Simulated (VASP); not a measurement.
Output of a VASP run:

File OSZICAR:
```
       N       E                     dE             d eps       ncg     rms          rms(c)
DAV:   1     0.109378708060E+03    0.10938E+03   -0.98296E+03  3822   0.154E+03
DAV:   2    -0.216157365629E+02   -0.13099E+03   -0.12758E+03  4387   0.380E+02
DAV:   3    -0.254832713420E+02   -0.38675E+01   -0.38329E+01  4585   0.606E+01
DAV:   4    -0.255203293544E+02   -0.37058E-01   -0.37028E-01  4217   0.624E+00
DAV:   5    -0.255206473472E+02   -0.31799E-03   -0.31796E-03  4567   0.592E-01    0.323E+01
DAV:   6    -0.225375344968E+02    0.29831E+01   -0.95825E+00  4312   0.318E+01    0.856E+00
DAV:   7    -0.224716657868E+02    0.65869E-01   -0.40977E-01  4017   0.578E+00    0.612E+00
DAV:   8    -0.224457145212E+02    0.25951E-01   -0.70472E-02  4237   0.255E+00    0.880E-01
DAV:   9    -0.224446371661E+02    0.10774E-02   -0.36563E-03  4102   0.488E-01    0.142E-01
DAV:  10    -0.224445900876E+02    0.47078E-04   -0.27777E-04  4487   0.225E-01    0.714E-02
DAV:  11    -0.224445882712E+02    0.18164E-05   -0.21413E-05  4157   0.437E-02    0.104E-02
DAV:  12    -0.224445871969E+02    0.10743E-05   -0.47645E-06  4077   0.210E-02    0.304E-03
DAV:  13    -0.224445872154E+02   -0.18466E-07   -0.96044E-08  1981   0.326E-03
   1 F= -.22444587E+02 E0= -.22444457E+02  d E =-.390689E-03
```

**OUTCAR**
```
------------------------ aborting loop because EDIFF is reached ----------------------------------------
  FORCE on cell =-STRESS in cart. coord.  units (eV):
  Direction    XX          YY          ZZ          XY          YZ          ZX
  --------------------------------------------------------------------------------------
  Total        0.7058469      0.7058470      0.6009695      0.0000000     -0.0000000     -0.0000000
  in kB       54.2982886     54.2982919     46.2304418      0.0000000     -0.0000000     -0.0000000
  external PRESSURE =      51.6090074 kB  Pullay stress =       0.0000000 kB
  volume of cell :       20.83
      direct lattice vectors                 reciprocal lattice vectors
     1.455000000 -2.520134000  0.000000000     0.343642612 -0.198402148  0.000000000
     1.455000000  2.520134000  0.000000000     0.343642612  0.198402148  0.000000000
     0.000000000  0.000000000  2.840000000     0.000000000  0.000000000  0.352112676
 POSITION                                       TOTAL-FORCE (eV/Angst)
 -----------------------------------------------------------------------------------
      0.00000      0.00000      0.00000         0.000000      0.000000      0.000000
      1.45500      0.84005      1.42000         0.000000     -0.000000      0.000000
 -----------------------------------------------------------------------------------
    total drift:                                0.000000     -0.000385      0.000000
  FREE ENERGIE OF THE ION-ELECTRON SYSTEM (eV)
  ---------------------------------------------------
  free  energy   TOTEN  =       -22.4445872154 eV

  energy  without entropy=      -22.4441965263  energy(sigma->0) =      -22.44445699
```
(Selected blocks of OUTCAR.)

POSCAR:
```
WC
1
    1.4550000000    -2.5201340000     0.0000000000
    1.4550000000     2.5201340000     0.0000000000
    0.0000000000     0.0000000000     2.8400000000
W C
1 1
Direct
  0.0000000000   0.0000000000   0.0000000000
  0.3333330000   0.6666670000   0.5000000000
```

Q: Reconstruct the remaining input files.

A: Several could match; the one computed here: the input of the run itself, PBE GGA, plane waves, VASP's PBE PAW potentials (set 64).

INCAR:
```
LREAL  =  .False.   # projection in real space or not
EDIFF  =  1E-6   # SCF stop (eV)
GGA  =  PE   # PBE
SIGMA  =  0.1   # width (eV)
NELM  =  100
LMAXMIX  =  6   # l cut-off of mixed one-centre charges
LWAVE  =  .False.
PREC  =  Accurate
ALGO  =  Normal
LCHARG  =  .False.
ISIF  =  2   # forces and stress, cell fixed
ENCUT  =  520   # plane-wave cut-off (eV)
LASPH  =  .True.
ISMEAR  =  1   # Methfessel-Paxton
SYSTEM  =  WC
```

**KPOINTS**
```
Automatic mesh
0
Gamma
13 13 12
0 0 0
```

POTCAR, in this order: W_sv C (PBE.64 set). Program: vasp_std.

The compound is WC in the wc structure. The cell was not relaxed at this level.
